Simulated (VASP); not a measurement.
A VASP calculation is set up with these files.

### KPOINTS
```
Automatic mesh
0
Gamma
14 14 14
0 0 0
```

### POSCAR
```
Nb
1.0
 -1.6500000000   1.6500000000   1.6500000000
  1.6500000000  -1.6500000000   1.6500000000
  1.6500000000   1.6500000000  -1.6500000000
Nb
1
Cart
  0.0000000000   0.0000000000   0.0000000000
```

**INCAR**
```
# general
SYSTEM   =  Nb
PREC     =  Accurate
ENCUT    =  480   # plane-wave cut-off (eV)
LREAL    =  F
LASPH    =  T   # aspherical one-centre terms

# electronic loop
EDIFF    =  1E-6   # SCF stop (eV)
NELM     =  100
ALGO     =  Normal   # blocked Davidson
LMAXMIX  =  4

# smearing
ISMEAR   =  1   # Methfessel-Paxton
SIGMA    =  0.1   # width (eV)

# functional
GGA      =  PS   # PBEsol

# ions
IBRION   =  2
NSW      =  60   # most ionic steps
ISIF     =  3   # ions, shape and volume
EDIFFG   =  -0.01   # ionic stop

# output
LWAVE    =  F
LCHARG   =  F
```

POTCAR, in this order: Nb_sv (PBE.64 set). Program: vasp_std.

Write an equivalent input for Quantum ESPRESSO's pw.x.

One equivalent input (not run):
```
&CONTROL
  calculation = 'vc-relax'
  pseudo_dir = './pseudo'
  outdir = './out'
  tprnfor = .true.
  tstress = .true.
  nstep = 60
  forc_conv_thr = 0.00039
/
&SYSTEM
  ibrav = 0
  nat = 1
  ntyp = 1
  ecutwfc = 82
  occupations = 'smearing'
  smearing = 'methfessel-paxton'
  degauss = 0.00735
  input_dft = 'pbesol'
/
&ELECTRONS
  conv_thr = 7.3e-08
  electron_maxstep = 100
/
&IONS
/
&CELL
/
ATOMIC_SPECIES
  Nb 92.906 Nb.upf
CELL_PARAMETERS angstrom
    -1.6500000    1.6500000    1.6500000
     1.6500000   -1.6500000    1.6500000
     1.6500000    1.6500000   -1.6500000
ATOMIC_POSITIONS crystal
  Nb   0.0000000  0.0000000  0.0000000
K_POINTS automatic
  14 14 14 0 0 0
```
The two are equivalent in intent, not identical: the potentials are each code's own (VASP's PAW set, PseudoDojo norm-conserving files in pw.x), so ENCUT and ecutwfc are chosen apart and not converted; conv_thr bounds pw.x's estimated SCF error, while EDIFF bounds the energy change between steps; forc_conv_thr acts on force components and is met together with etot_conv_thr.

The compound is Nb in the bcc structure. This run relaxes it. Symmetry was kept, so distortions that lower it aren't found.
